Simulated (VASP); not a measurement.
Method: LDA (Ceperley-Alder, Perdew-Zunger), VASP's LDA PAW potentials (set 64) (plane waves; VASP).

VASP input:

**KPOINTS**
```
Automatic mesh
0
Gamma
18 18 18
0 0 0
```

POSCAR:
```
Ni
3.3865810
  0.0000000000   0.5000000184   0.5000000184
  0.5000000184   0.0000000000   0.5000000184
  0.5000000184   0.5000000184   0.0000000000
Ni
1
Cartesian
  0.0000000000   0.0000000000   0.0000000000
```

### INCAR
```
! general
SYSTEM =Ni
PREC   =Accurate
ENCUT  =520
LREAL  =F
LASPH  =T

! electronic loop
EDIFF  =1E-7
NELM   =100
ALGO   =Normal
LMAXMIX=4

! smearing
ISMEAR =1
SIGMA  =0.1

! spin
ISPIN  =2
MAGMOM =0.6

! ions
ISIF   =2

! output
LWAVE  =F
LCHARG =F
LORBIT =10
```

POTCAR, in this order: Ni (LDA.64 set). Program: vasp_std.

Output

**OUTCAR**
```
 ion  position               nearest neighbor table
   1  0.000  0.000  0.000-
  LATTYP: Found a face centered cubic cell.
 ALAT       =     3.3865811246
 Subroutine PRICEL returns:
 Original cell was already a primitive cell.
 Subroutine GETGRP returns: Found 48 space group operations
The static configuration has the point symmetry O_h .
The dynamic configuration has the point symmetry O_h .
The overall configuration has the point symmetry O_h .
 Subroutine INISYM returns: Found 48 space group operations
 Subroutine IBZKPT returns following result:
 Found    195 irreducible k-points:

 Following reciprocal coordinates:
            Coordinates               Weight
  0.000000  0.000000  0.000000      1.000000
  0.055556  0.000000  0.000000      8.000000
  0.111111  0.000000  0.000000      8.000000
  0.166667  0.000000  0.000000      8.000000
  0.222222  0.000000  0.000000      8.000000
  0.277778  0.000000  0.000000      8.000000
  0.333333  0.000000  0.000000      8.000000
  0.388889  0.000000  0.000000      8.000000
  0.444444  0.000000  0.000000      8.000000
  0.500000  0.000000  0.000000      4.000000
  0.055556  0.055556  0.000000      6.000000
  0.111111  0.055556  0.000000     24.000000
  0.166667  0.055556  0.000000     24.000000
  0.222222  0.055556  0.000000     24.000000
  0.277778  0.055556  0.000000     24.000000
  0.333333  0.055556  0.000000     24.000000
  0.388889  0.055556  0.000000     24.000000
  0.444444  0.055556  0.000000     24.000000
  0.500000  0.055556  0.000000     24.000000
 -0.444444  0.055556  0.000000     24.000000
 -0.388889  0.055556  0.000000     24.000000
 -0.333333  0.055556  0.000000     24.000000
 -0.277778  0.055556  0.000000     24.000000
 -0.222222  0.055556  0.000000     24.000000
 -0.166667  0.055556  0.000000     24.000000
 -0.111111  0.055556  0.000000     24.000000
 -0.055556  0.055556  0.000000     12.000000
  0.111111  0.111111  0.000000      6.000000
  0.166667  0.111111  0.000000     24.000000
  0.222222  0.111111  0.000000     24.000000
  0.277778  0.111111  0.000000     24.000000
  0.333333  0.111111  0.000000     24.000000
  0.388889  0.111111  0.000000     24.000000
  0.444444  0.111111  0.000000     24.000000
  0.500000  0.111111  0.000000     24.000000
 -0.444444  0.111111  0.000000     24.000000
 -0.388889  0.111111  0.000000     24.000000
 -0.333333  0.111111  0.000000     24.000000
 -0.277778  0.111111  0.000000     24.000000
 -0.222222  0.111111  0.000000     24.000000
   k-points           NKPTS =    195   k-points in BZ     NKDIM =    195   number of bands    NBANDS=      9
   number of dos      NEDOS =    301   number of ions     NIONS =      1
   total plane-waves  NPLWV =   5832
   dimension x,y,z NGX =    18 NGY =   18 NGZ =   18
   dimension x,y,z NGXF=    36 NGYF=   36 NGZF=   36
   ions per type =               1
   PREC   = accura    normal or accurate (medium, high low for compatibility)
   ISTART =      0    job   : 0-new  1-cont  2-samecut
   ICHARG =      2    charge: 1-file 2-atom 10-const
   ISPIN  =      2    spin polarized calculation?
   LNONCOLLINEAR =      F non collinear calculations
   LSORBIT =      F    spin-orbit coupling
   INIWAV =      1    electr: 0-lowe 1-rand  2-diag
   ENCUT  =  520.0 eV  38.22 Ry    6.18 a.u.   4.45  4.45  4.45*2*pi/ulx,y,z
   NELM   =    100;   NELMIN=  2; NELMDL= -5     # of ELM steps
   EDIFF  = 0.1E-06   stopping-criterion for ELM
   LREAL  =      F    real-space projection
   NLSPLINE    = F    spline interpolate recip. space projectors
   LMAXMIX     =    4 max onsite mixed and CHGCAR
...
```

### OSZICAR
```
       N       E                     dE             d eps       ncg     rms          rms(c)
DAV:   1     0.215878531934E+02    0.21588E+02   -0.48677E+03  7204   0.148E+03
DAV:   2    -0.727442087491E+01   -0.28862E+02   -0.27767E+02  7101   0.168E+02
DAV:   3    -0.767843929318E+01   -0.40402E+00   -0.40317E+00  8135   0.264E+01
DAV:   4    -0.768222181585E+01   -0.37825E-02   -0.37820E-02  7956   0.223E+00
DAV:   5    -0.768231702833E+01   -0.95212E-04   -0.95211E-04  8114   0.309E-01    0.114E+01
DAV:   6    -0.685301131418E+01    0.82931E+00   -0.15300E+01  7386   0.667E+01    0.534E+00
DAV:   7    -0.659879671283E+01    0.25421E+00   -0.21643E+00  7428   0.241E+01    0.232E+00
DAV:   8    -0.657513913800E+01    0.23658E-01   -0.27447E-02 10078   0.191E+00    0.957E-01
DAV:   9    -0.657298296871E+01    0.21562E-02   -0.11155E-03 10317   0.314E-01    0.273E-01
DAV:  10    -0.657236286164E+01    0.62011E-03   -0.50238E-04  9726   0.190E-01    0.458E-02
DAV:  11    -0.657237218147E+01   -0.93198E-05   -0.41689E-06  7474   0.317E-02    0.228E-02
DAV:  12    -0.657237253643E+01   -0.35496E-06   -0.54930E-06  9450   0.221E-02    0.522E-03
DAV:  13    -0.657237235904E+01    0.17739E-06   -0.53018E-07  5513   0.774E-03    0.160E-03
DAV:  14    -0.657237235109E+01    0.79501E-08   -0.20756E-08  3611   0.169E-03
   1 F= -.65723724E+01 E0= -.65724748E+01  d E =0.307451E-03  mag=     0.5985
```

OUTCAR:
```
------------------------ aborting loop because EDIFF is reached ----------------------------------------
  FORCE on cell =-STRESS in cart. coord.  units (eV):
  Direction    XX          YY          ZZ          XY          YZ          ZX
  --------------------------------------------------------------------------------------
  Total        0.5289406      0.5289406      0.5289406      0.0000000      0.0000000     -0.0000000
  in kB       87.2756318     87.2756318     87.2756318      0.0000000      0.0000000     -0.0000000
  external PRESSURE =      87.2756318 kB  Pullay stress =       0.0000000 kB
  volume of cell :        9.71
      direct lattice vectors                 reciprocal lattice vectors
     0.000000000  1.693290562  1.693290562    -0.295283049  0.295283049  0.295283049
     1.693290562  0.000000000  1.693290562     0.295283049 -0.295283049  0.295283049
     1.693290562  1.693290562  0.000000000     0.295283049  0.295283049 -0.295283049
 POSITION                                       TOTAL-FORCE (eV/Angst)
 -----------------------------------------------------------------------------------
      0.00000      0.00000      0.00000        -0.000000      0.000000     -0.000000
 -----------------------------------------------------------------------------------
    total drift:                                0.000000     -0.000000     -0.000000
  FREE ENERGIE OF THE ION-ELECTRON SYSTEM (eV)
  ---------------------------------------------------
  free  energy   TOTEN  =        -6.5723723511 eV

  energy  without entropy=       -6.5726798018  energy(sigma->0) =       -6.57247483

 total charge

# of ion       s       p       d       tot
------------------------------------------
    1        0.552   0.607   8.387   9.545

 magnetization (x)

# of ion       s       p       d       tot
------------------------------------------
    1       -0.004  -0.018   0.618   0.596
```
(Selected blocks of OUTCAR.)

The compound is Ni in the fcc structure. This cell is one point of a volume scan, at 0.97 of the reference volume.
